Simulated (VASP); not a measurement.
Energy against volume of CdTe (zinc blende). Calculation: r2SCAN+rVV10, VASP's PBE PAW potentials (set 64) (plane waves; VASP). Run with 520 eV cut-off, 7×7×7 Γ-centred mesh, Gaussian smearing of 0.050 eV, potentials Cd Te.

| V (Å³/atom) | E (eV/atom) |
|---|---|
| 33.763 | -22.99774 |
| 34.807 | -23.00212 |
| 35.851 | -22.99819 |
| 36.896 | -22.98725 |

Fit these four points and predict the energy of the run at 32.719 Å³/atom.

A cubic in V^(−2/3), the third-order Birch-Murnaghan form, passes through the four points with V0 = 34.81 Å³/atom and B0 = 42 GPa, and gives -22.9835 eV/atom there. The run gave -22.9835 eV/atom, -0.1 meV/atom from the fit; all five points give B0 = 42 GPa.

The compound is CdTe in the zinc blende structure. It was relaxed first.
